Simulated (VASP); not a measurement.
VASP ran on this input.

### INCAR
```
SYSTEM = ZnO
PREC = Accurate
ENCUT = 620
EDIFF = 1E-6
NELM = 100
ALGO = Normal
LREAL = .FALSE.
LASPH = .TRUE.
ISMEAR = 0
SIGMA = 0.05
GGA = PE
LMAXMIX = 4
LWAVE = .FALSE.
LCHARG = .FALSE.
IBRION = 2
ISIF = 3
NSW = 40
EDIFFG = -0.02
PSTRESS = 50
```

File POSCAR:
```
ZnO
1
    1.6429897518    -2.8457421785     0.0000000000
    1.6429897518     2.8457421785     0.0000000000
    0.0000000000     0.0000000000     5.3047318335
Zn O
2 2
Direct
  0.6666670000   0.3333330000   0.5012495157
  0.3333330000   0.6666670000   0.0012495157
  0.6666670000   0.3333330000   0.8807504843
  0.3333330000   0.6666670000   0.3807504843
```

File KPOINTS:
```
Regular mesh
0
G
  8 8 4
0 0 0
```

POTCAR, in this order: Zn O (PBE.64 set). Program: vasp_std.

Task: Write an equivalent input for Ansatz.

Result: One equivalent input (not run):
Ansatz 0.2 input:
```yaml
crystal:
  lattice:
    - [1.6429898, -2.8457422, 0.0000000]
    - [1.6429898, 2.8457422, 0.0000000]
    - [0.0000000, 0.0000000, 5.3047318]
  atoms:
    - { symbol: Zn, position: [0.6666670, 0.3333330, 0.5012495] }
    - { symbol: Zn, position: [0.3333330, 0.6666670, 0.0012495] }
    - { symbol: O, position: [0.6666670, 0.3333330, 0.8807505] }
    - { symbol: O, position: [0.3333330, 0.6666670, 0.3807505] }
kpoints:
  mp_grid: { grid: [8, 8, 4] }
hamiltonian:
  xc: pbe
  pseudopotentials: { kind: paw }
scf:
  occupations: { method: gaussian, width: 0.05 }
  max_iter: 100
relax:
  max_steps: 40
  f_tol: 0.02
  cell: { p_target: 5 }
output: { forces: true, stress: true, eigenvalues: true }
```
What does not carry over: each code has its own PAW files, so the cut-off isn't converted (ENCUT is set for VASP's; basis.ecutwfc is left out, and Ansatz then takes the one that its files recommend); Ansatz stops its SCF on the density residual and VASP on the energy change (EDIFF).

The compound is ZnO in the wurtzite structure. This run relaxes it under an external pressure of 5 GPa. Symmetry was kept, so distortions that lower it aren't found.
